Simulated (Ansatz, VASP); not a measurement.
# In6WO12 (In6WO12 (R-3)): VASP beside Ansatz, part 2 of 2

One calculation is typed for both programs; each brings its own data sets. How far apart do they land? The cell is taken from a series of runs on this material, whose earlier steps may have relaxed, scaled, displaced or heated it; both programs get it as it stands.

VASP 6.6.1 and Ansatz 0.2.0.

So far. Step 2 (VASP: single point, r2SCAN): The run ends at a pressure of 0.93 GPa, with forces up to 0.053 eV/Å.

## (3) Ansatz: single point, r2SCAN

Level of this step: Ansatz beside VASP: Kohn-Sham DFT, plane waves, r2SCAN (Ansatz).

Ansatz runs on its default PAW (the set named soft_2) files.

The same cell, functional, mesh and smearing now go to Ansatz.

input.yaml reads:

```yaml
crystal:
  lattice:
    - [9.51987652, 0.0, 0.0]
    - [-4.75993826, 8.2444549, 5.0e-08]
    - [0.0, -5.0e-08, 8.94941617]
  atoms:
    - { symbol: In, position: [0.1168627696692, 0.4170795407978, 0.02263648308762] }
    - { symbol: In, position: [0.4501961030026, 0.08374620746451, 0.6893031497543] }
    - { symbol: In, position: [0.7835294363359, 0.7504128741312, 0.355969816421] }
    - { symbol: In, position: [0.3003797288882, 0.8828904984266, 0.0225928122398] }
    - { symbol: In, position: [0.6337130622215, 0.5495571650932, 0.6892594789065] }
    - { symbol: In, position: [0.9670463955548, 0.2162238317599, 0.3559261455731] }
    - { symbol: In, position: [0.2495922797706, 0.03307415822437, 0.3560011192263] }
    - { symbol: In, position: [0.582925613104, 0.699740824891, 0.02266778589299] }
    - { symbol: In, position: [0.9162589464373, 0.3664074915577, 0.6893344525597] }
    - { symbol: In, position: [0.2164705636641, 0.2495871258688, 0.644030183579] }
    - { symbol: In, position: [0.5498038969974, 0.9162537925355, 0.3106968502457] }
    - { symbol: In, position: [0.8831372303308, 0.5829204592022, 0.9773635169124] }
    - { symbol: In, position: [0.03295360444518, 0.7837761682401, 0.6440738544269] }
    - { symbol: In, position: [0.3662869377785, 0.4504428349068, 0.3107405210935] }
    - { symbol: In, position: [0.6996202711118, 0.1171095015734, 0.9774071877602] }
    - { symbol: In, position: [0.08374105356271, 0.6335925084423, 0.3106655474403] }
    - { symbol: In, position: [0.417074386896, 0.300259175109, 0.977332214107] }
    - { symbol: In, position: [0.7504077202294, 0.9669258417756, 0.6439988807737] }
    - { symbol: W, position: [9.269069175586e-21, -7.036769173687e-21, 1.253986110421e-20] }
    - { symbol: W, position: [0.3333333333333, 0.6666666666667, 0.6666666666667] }
    - { symbol: W, position: [0.6666666666667, 0.3333333333333, 0.3333333333333] }
    - { symbol: O, position: [0.1337343236414, 0.4480583629408, 0.2722482256643] }
    - { symbol: O, position: [0.4670676569747, 0.1147250296074, 0.938914892331] }
    - { symbol: O, position: [0.800400990308, 0.7813916962741, 0.6055815589976] }
    - { symbol: O, position: [0.3142567405519, 0.8661568950946, 0.2720729414633] }
    - { symbol: O, position: [0.6475900738853, 0.5328235617613, 0.9387396081299] }
    - { symbol: O, position: [0.9809234072186, 0.1994902284279, 0.6054062747966] }
    - { symbol: O, position: [0.2185390311472, 0.01939741113705, 0.6057930892221] }
    - { symbol: O, position: [0.5518723644805, 0.6860640778037, 0.2724597558888] }
    - { symbol: O, position: [0.8852056978139, 0.3527307444704, 0.9391264225554] }
    - { symbol: O, position: [0.199599009692, 0.2186083037259, 0.3944184410024] }
    - { symbol: O, position: [0.5329323430253, 0.8852749703926, 0.06108510766905] }
    - { symbol: O, position: [0.8662656763586, 0.5519416370592, 0.7277517743357] }
    - { symbol: O, position: [0.01907659278138, 0.8005097715721, 0.3945937252034] }
    - { symbol: O, position: [0.3524099261147, 0.4671764382387, 0.06126039187008] }
    - { symbol: O, position: [0.6857432594481, 0.1338431049054, 0.7279270585367] }
    - { symbol: O, position: [0.1147943021861, 0.6472692555296, 0.06087357744456] }
    - { symbol: O, position: [0.4481276355195, 0.3139359221963, 0.7275402441112] }
    - { symbol: O, position: [0.7814609688528, 0.9806025888629, 0.3942069107779] }
    - { symbol: O, position: [0.1727877514851, 0.4905853536241, 0.7858010290478] }
    - { symbol: O, position: [0.5061210848184, 0.1572520202908, 0.4524676957145] }
    - { symbol: O, position: [0.8394544181517, 0.8239186869575, 0.1191343623811] }
    - { symbol: O, position: [0.1577226961982, 0.6517496541442, 0.5474501301251] }
    - { symbol: O, position: [0.4910560295315, 0.3184163208108, 0.2141167967917] }
    - { symbol: O, position: [0.8243893628649, 0.9850829874775, 0.8807834634584] }
    - { symbol: O, position: [0.01542791629058, 0.8396659716445, 0.8808822960194] }
    - { symbol: O, position: [0.3487612496239, 0.5063326383112, 0.5475489626861] }
    - { symbol: O, position: [0.6820945829572, 0.1729993049779, 0.2142156293527] }
    - { symbol: O, position: [0.1605455818483, 0.1760813130425, 0.8808656376189] }
    - { symbol: O, position: [0.4938789151816, 0.8427479797092, 0.5475323042855] }
    - { symbol: O, position: [0.8272122485149, 0.5094146463759, 0.2141989709522] }
    - { symbol: O, position: [0.1756106371351, 0.0149170125225, 0.1192165365416] }
    - { symbol: O, position: [0.5089439704685, 0.6815836791892, 0.7858832032083] }
    - { symbol: O, position: [0.8422773038018, 0.3482503458558, 0.4525498698749] }
    - { symbol: O, position: [0.3179054170428, 0.8270006950221, 0.7857843706473] }
    - { symbol: O, position: [0.6512387503761, 0.4936673616888, 0.4524510373139] }
    - { symbol: O, position: [0.9845720837094, 0.1603340283555, 0.1191177039806] }
basis:
  ecutwfc: 500.0
  ecutrho_ratio: 4
  xc_grid: 2
  fft_grid_basis: typed
  precision: f64
kpoints:
  mp_grid: { grid: [1, 1, 1], shift: [0.25, 0.25, 0.25] }
hamiltonian:
  xc: r2scan
  pseudopotentials: { kind: paw }
scf:
  max_iter: 60
  self_checks: high
  occupations: { method: fermi_dirac, width: 0.01 }
output:
  forces: true
checkpoint:
  write: "../host.r2scan.run"
  compress: false
  write_wavefunctions: true
  write_every: 100000
```

Command:

```
> ansatz run input.yaml --threads 4 --pin off --max-ram 7536MiB --backend cpu --events-out ev --progress --plain --runs-dir out
```

Numbers of over 12 decimals in the logs are rounded to 6 here.

What it wrote:

```text
Engine: ansatz 0.2.0, aarch64-unknown-linux-gnu
Pseudopotentials: kind: paw
Pseudopotential: In, paw, valence charge 13, recommended cutoff 500 eV (meta_gga), In.paw.azcp
Pseudopotential: W, paw, valence charge 14, recommended cutoff 500 eV (meta_gga), W.paw.azcp
Pseudopotential: O, paw, valence charge 6, recommended cutoff 500 eV (meta_gga), O.paw.azcp
Functional definition: r2SCAN
  parameter k0 = 0.174
  parameter k1 = 0.065
  parameter a1 = 4.9479
  exchange = r2scan_x(k0 = k0, k1 = k1, a1 = a1)
  correlation = r2scan_c
Crystal: 57 atoms, lattice volume = 702.406 Å³
Basis set: ecut = 500 eV, 17847 PW (Γ), exchange–correlation on 144×144×144 points (8 copies of the dense FFT grid, shifted against one another)
Bands: 303, of which v1, the nominal top of the filled ones, is band 246 counted from 1 (245 counted from 0)
Symmetry: 6 space group operations
Space group: P-1 (ITA 2), of the structure as read, at distance tolerance 8.9e-5 Å
k-points: 1
Non-local potential: In, projectors of the file, l = 0: 2, l = 1: 2, l = 2: 2, l = 3: 2
Non-local potential: W, projectors of the file, l = 0: 3, l = 1: 2, l = 2: 2, l = 3: 1
Non-local potential: O, projectors of the file, l = 0: 2, l = 1: 2, l = 2: 1
PAW form: soft (Blöchl's): semilocal exchange-correlation on the pseudo side does not see the compensation charge
PAW frozen core: In, regenerated for the run's functional (the file was generated under x = pbe(κ = 0.804, μ = 0.219515), c = pbe(β = 0.066725))
PAW frozen core: W, regenerated for the run's functional (the file was generated under x = pbe(κ = 0.804, μ = 0.219515), c = pbe(β = 0.066725))
PAW frozen core: O, regenerated for the run's functional (the file was generated under x = pbe(κ = 0.804, μ = 0.219515), c = pbe(β = 0.066725))
PAW one-centre angular grid: In, 590 points (default); XC on 289 of its mesh's 2783 points in the sphere
PAW one-centre angular grid: W, 590 points (default); XC on 160 Gauss nodes
PAW one-centre angular grid: O, 302 points (default); XC on 160 Gauss nodes
Initial density: superposition of atomic densities (neutral atoms: chi_scale 0, normalization atom), corrected by the library's trained network
Initial wavefunctions: pseudopotential atomic-orbital guess
Functional: x = r2scan, c = r2scan; τ floored in thin density (d = 2e-4 eV/Å³)
SCF iter   1: F=—  HF=-152689.889358 eV  |F-HF|=—  |Δ(HF+E_count)|=         —  Δρ=1.30e-2  dr2=1.15e0  dr2_τ=2.51e0  ethr=1.77e-3  ⟨swp⟩=6.0  Hψ=1237  notcnv=0
preconditioner: auto → Resta (q_TF=auto, 2.571 Å⁻¹)  ε∞=4.5  [insulator: Δε(μ)=3.823 eV  Ē_g=16.288 eV  σ=0.010 eV  W_gap=1.00  n_scr=198 (ndim 8)  ℏωp=30.3 eV  f_vac=0.036  D(μ)=0.00/eV (n_scr^D=0)  ε∞_Penn≈4.5]
SCF iter   2: F=—  HF=-152690.690007 eV  |F-HF|=—  |Δ(HF+E_count)|=   8.01e-1  Δρ=6.61e-3  dr2=1.51e-1  dr2_τ=5.00e-2  ethr=2.35e-4  ⟨swp⟩=3.0  Hψ=582  notcnv=0  defer=47
SCF iter   3: F=—  HF=-152690.689830 eV  |F-HF|=—  |Δ(HF+E_count)|=   1.77e-4  Δρ=3.00e-3  dr2=3.84e-2  dr2_τ=4.03e-3  ethr=3.06e-5  ⟨swp⟩=2.0  Hψ=374  notcnv=0  defer=47
SCF iter   4: F=—  HF=-152690.688432 eV  |F-HF|=—  |Δ(HF+E_count)|=   1.40e-3  Δρ=8.83e-4  dr2=4.06e-3  dr2_τ=8.69e-4  ethr=7.80e-6  ⟨swp⟩=2.0  Hψ=480  notcnv=0  defer=47
SCF iter   5: F=—  HF=-152690.687995 eV  |F-HF|=—  |Δ(HF+E_count)|=   4.37e-4  Δρ=2.26e-4  dr2=2.62e-4  dr2_τ=4.10e-5  ethr=8.24e-7  ⟨swp⟩=2.0  Hψ=499  notcnv=0  defer=47
SCF iter   6: F=—  HF=-152690.688062 eV  |F-HF|=—  |Δ(HF+E_count)|=   6.68e-5  Δρ=6.80e-5  dr2=3.45e-5  dr2_τ=2.83e-6  ethr=5.33e-8  ⟨swp⟩=2.0  Hψ=364  notcnv=0  defer=47
SCF iter   7: F=—  HF=-152690.688065 eV  |F-HF|=—  |Δ(HF+E_count)|=   3.01e-6  Δρ=2.00e-5  dr2=3.05e-6  dr2_τ=3.65e-7  ethr=7.00e-9  ⟨swp⟩=2.0  Hψ=489  notcnv=0  defer=47
SCF iter   8: F=—  HF=-152690.688065 eV  |F-HF|=—  |Δ(HF+E_count)|=   3.34e-8  Δρ=7.13e-6  dr2=3.98e-7  dr2_τ=3.04e-8  ethr=6.20e-10  ⟨swp⟩=2.0  Hψ=462  notcnv=0  defer=47
SCF iter   9: F=—  HF=-152690.688065 eV  |F-HF|=—  |Δ(HF+E_count)|=   8.87e-8  Δρ=5.19e-6  dr2=1.57e-7  dr2_τ=2.13e-8  ethr=2.03e-11  ⟨swp⟩=12.0  Hψ=1689  notcnv=0
SCF iter  10: F=-152690.688065 eV  HF=-152690.688065 eV  |F-HF|=5.82e-10  |Δ(HF+E_count)|=   3.11e-8  Δρ=1.16e-6  dr2=7.44e-9  dr2_τ=1.20e-9  ethr=2.03e-11  ⟨swp⟩=4.0  Hψ=890  notcnv=0
SCF 1 converged in 10 iterations: F = -152690.688065 eV  dr2 = 7.44e-9
  greatest PAW one-centre occupation: 0.999 electrons in one spin orbital (limit 2), on the W atom at site 20 (counted from 0), in its partial waves of l = 0
SCF converged after 10 iterations
Free energy (F): -152690.688065 eV
Harris-Foulkes:  -152690.688065 eV  (|F-HF|=5.82e-10)
Internal energy: -152690.688065 eV  (E = F + TS)
E sigma→0 (E₀):  -152690.688065 eV
Fermi energy:    10.474364 eV
--- Per-component energies (eV) ---
  E_band       = -897.374593
  E_kinetic    = 12112.692049
  E_local      = -32463.985533  (includes V_loc(G=0)·N_el)
  E_nonlocal   = 8407.032196
  E_hartree    = 12315.676368
  E_xc         = -6968.571118
  E_vxc        = -6444.917558  (∫ρ·V_xc dr)
  E_paw        = -106983.752165  (= ΣΔE_a)
  E_vpaw       = -7545.916415  (= ΣTr[D̂ρ^β])
  E_aug_tail   = 0.037581  (compensation charges beyond the density's cutoff)
  E_vtau       = 406.327494  (kinetic-family band-sum trace: ∫τ·v_τ [+ j·A + Jᵃ·Aᵃ] dr)
  E_ewald      = -39124.283549
  E_core_change = 14.466106  (= ΣΔE_core)
  E_smearing   = -0.000000  (= −TS)
  E_closure    = 0.000000  (closes the sum)
  Σ components = -152690.688065   (vs F -152690.688065, Δ=0.00e0)
--- Forces (eV/Å), atoms counted from 1 ---
  atom   1  In     0.00597443     0.04881829     0.01407577
  atom   2  In     0.00597443     0.04881829     0.01407577
  atom   3  In     0.00597443     0.04881829     0.01407577
  atom   4  In     0.03728214    -0.02648124     0.02098607
  atom   5  In     0.03728214    -0.02648124     0.02098607
  atom   6  In     0.03728214    -0.02648124     0.02098607
  atom   7  In    -0.04378662    -0.01827711     0.01752289
  atom   8  In    -0.04378662    -0.01827711     0.01752289
  atom   9  In    -0.04378662    -0.01827711     0.01752289
  atom  10  In    -0.00597443    -0.04881829    -0.01407577
  atom  11  In    -0.00597443    -0.04881829    -0.01407577
  atom  12  In    -0.00597443    -0.04881829    -0.01407577
  atom  13  In    -0.03728214     0.02648124    -0.02098607
  atom  14  In    -0.03728214     0.02648124    -0.02098607
  atom  15  In    -0.03728214     0.02648124    -0.02098607
  atom  16  In     0.04378662     0.01827711    -0.01752289
  atom  17  In     0.04378662     0.01827711    -0.01752289
  atom  18  In     0.04378662     0.01827711    -0.01752289
  atom  19  W      0.00000000     0.00000000     0.00000000
  atom  20  W      0.00000000     0.00000000     0.00000000
  atom  21  W     -0.00000000     0.00000000    -0.00000000
  atom  22  O     -0.01757532     0.01328252     0.02447585
  atom  23  O     -0.01757532     0.01328252     0.02447585
  atom  24  O     -0.01757532     0.01328252     0.02447585
[...]
atom  50  O     -0.02759020    -0.02749540     0.05969498
  atom  51  O     -0.02759020    -0.02749540     0.05969498
  atom  52  O     -0.04879179     0.02337363    -0.05747670
  atom  53  O     -0.04879179     0.02337363    -0.05747670
  atom  54  O     -0.04879179     0.02337363    -0.05747670
  atom  55  O      0.00910281    -0.04022217    -0.04935577
  atom  56  O      0.00910281    -0.04022217    -0.04935577
  atom  57  O      0.00910281    -0.04022217    -0.04935577
  max |Σ_I F_I| component: 1.80e-16 eV/Å
--- Band table (eV) ---
  k-point 0: bands = [... 242 lower, 8.5861, 8.6287, 8.6406, 8.6797, 12.2718, 12.2822, 12.3699, 12.4582, ... 53 higher]
```

Reading the cycles: dr2 is the Hartree energy of the density residual (eV), the measure of convergence; HF is the Harris–Foulkes estimate of the energy, which meets the free energy F at convergence.

## (4) Side by side

Known differences besides the potentials themselves: VASP keeps PBE cores, Ansatz makes them for the functional; the data sets hold 492 valence electrons in Ansatz (on its default PAW (the set named soft_2) files) and 468 in VASP; the cutoff is 500 eV in Ansatz and 580 eV in VASP (PREC = Accurate, projectors in real space). Total energies have different zeros and are not compared.

Both answers:

```csv
quantity,Ansatz,VASP,difference
gap on the k mesh (eV),3.592,3.499,+0.093
```

Forces on 10 of the 57 atoms, those with the largest forces and the largest differences (eV/Å; atoms numbered as in POSCAR):

| atom | Ansatz x, y, z | VASP x, y, z |
| --- | --- | --- |
| O41 | 0.028, 0.027, -0.060 | 0.019, -0.023, -0.033 |
| O42 | 0.028, 0.027, -0.060 | 0.019, -0.023, -0.033 |
| O43 | 0.049, -0.023, 0.057 | 0.001, -0.040, 0.031 |
| O44 | 0.049, -0.023, 0.057 | 0.001, -0.040, 0.031 |
| O45 | 0.049, -0.023, 0.057 | 0.001, -0.040, 0.031 |
| O49 | -0.028, -0.027, 0.060 | -0.019, 0.023, 0.033 |
| O51 | -0.028, -0.027, 0.060 | -0.019, 0.023, 0.033 |
| O52 | -0.049, 0.023, -0.057 | -0.001, 0.040, -0.031 |
| O53 | -0.049, 0.023, -0.057 | -0.001, 0.040, -0.031 |
| O54 | -0.049, 0.023, -0.057 | -0.001, 0.040, -0.031 |

The forces differ by 21 meV/Å r.m.s., which is 84.7 % of the r.m.s. force of 0.025 eV/Å (both taken over all components). A gap on the mesh is an upper bound, since the band edges may lie between its points; neither run holds spin-orbit coupling, which can move the band edges of a compound of W. VASP's last cycles still show a density residual of 2e-03, so its state may not be settled.

## (5) Summary of results

```json
{
  "r.m.s. force difference (single point, r2SCAN)": "21 meV/Å",
  "difference in gap on the k mesh (single point, r2SCAN)": "0.093 eV"
}
```

**Reading.** The r.m.s. force difference is 21 meV/Å (single point, r2SCAN), beyond the 12 meV/Å picked in this series as the mark of a large difference. The data sets hold unlike numbers of valence electrons (492 in Ansatz and 468 in VASP), so part of the differences comes from the potentials. By the marks of this series, far apart in the single point, r2SCAN pair: the r.m.s. force difference, 21 meV/Å and the difference in gap on the k mesh, 0.093 eV. What causes the difference of the single point, r2SCAN pair stays open here. How closely two codes agree says nothing of how well the functional describes the real material.

[Lines on the potential files, build, host, timing and source positions are cut from VASP's logs without a mark.]

[Logs are printed without paths, hosts, clocks, repeated set-up lines and the standing remarks that a program may print on its own settings, such as how far it seeks lower states.]

[Hosts, paths, dates, database ids (printed as entryN), source tags and the programs' standing remarks are cut or masked in the printed files.]
